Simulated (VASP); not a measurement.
Given:

```
BaHfO3
1.0
    4.15961     0.00000     0.00000
    0.00000     4.15961     0.00000
    0.00000     0.00000     4.15961
Ba Hf O
1 1 3
Direct
  0.00000   0.00000   0.00000
  0.50000   0.50000   0.50000
  0.50000   0.00000   0.50000
  0.00000   0.50000   0.50000
  0.50000   0.50000   0.00000
```

Computed with SCAN meta-GGA, VASP's PBE PAW potentials (set 64) (plane waves; VASP). Numerical set-up: 520 eV cut-off, 6×6×6 Γ-centred mesh, tetrahedra with Blöchl corrections, potentials Ba_sv Hf_pv O.

The cores are frozen, which limits the accuracy of field gradients.

Q: Give the principal components of the electric field gradient (V/Å²) and the asymmetry η at each nucleus.

A: 
```tsv
atom	Vxx	Vyy	Vzz	η
Ba1	0.0	0.0	0.0	-
Hf2	0.0	0.0	0.0	-
O3	1.6	1.6	-3.2	0.00
O4	1.6	1.6	-3.2	0.00
O5	1.6	1.6	-3.2	0.00
```

The compound is BaHfO3 in the cubic perovskite structure. It was relaxed first.
